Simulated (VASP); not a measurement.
Here is a VASP 6.6.1 calculation.

The input INCAR:

```
SYSTEM = Hf6Be
PREC = Accurate
ENCUT = 520
EDIFF = 1E-6
ISMEAR = 0
SIGMA = 0.1
LREAL = .False.
LASPH = .True.
NELM = 100
ALGO = Fast
ISIF = 2
LWAVE = .False.
LCHARG = .True.
GGA = PE
LELF = .True.
LVHAR = .True.
NBANDS = 40
```

The input KPOINTS:

```
regular mesh
0
Gamma
  6 6 6
  0 0 0
```

File POSCAR:

```
Hf6Be
1.0
    7.1651714157      0.0000000000      0.0000000000
    0.0000000000      7.1651714157      0.0000000000
    0.0000000000      0.0000000000      7.1651714157
Hf Be
6 1
Direct
    0.2181817726      0.5000000000      0.5000000000
    0.5000000000      0.5000000000      0.7818182274
    0.5000000000      0.5000000000      0.2181817726
    0.5000000000      0.2181817726      0.5000000000
    0.5000000000      0.7818182274      0.5000000000
    0.7818182274      0.5000000000      0.5000000000
    0.0000000000      0.0000000000      0.0000000000
```

Potentials or basis: VASP PAW PBE potentials, release 64 (Hf_pv, Be).

Command:

```console
$ cat potpaw_PBE.64/Hf_pv/POTCAR potpaw_PBE.64/Be/POTCAR > POTCAR
$ mpirun -np 1 vasp_std > vasp.out
```

Task: Predict the pressure.

Result: -0.1 GPa.

Task: Estimate the largest force.

Result: 0.099 eV/Å.

Task: Estimate the band gap on the k mesh.

Result: None (metal or under the smearing width).

Forces on the atoms (eV/Å):
```
Hf   0.099  0.000  0.000
Hf   0.000  0.000 -0.099
Hf   0.000  0.000  0.099
Hf   0.000  0.099  0.000
Hf   0.000 -0.099  0.000
Hf  -0.099  0.000  0.000
Be   0.000  0.000  0.000
```

Spin-orbit coupling is left out, which matters for the levels of Hf.
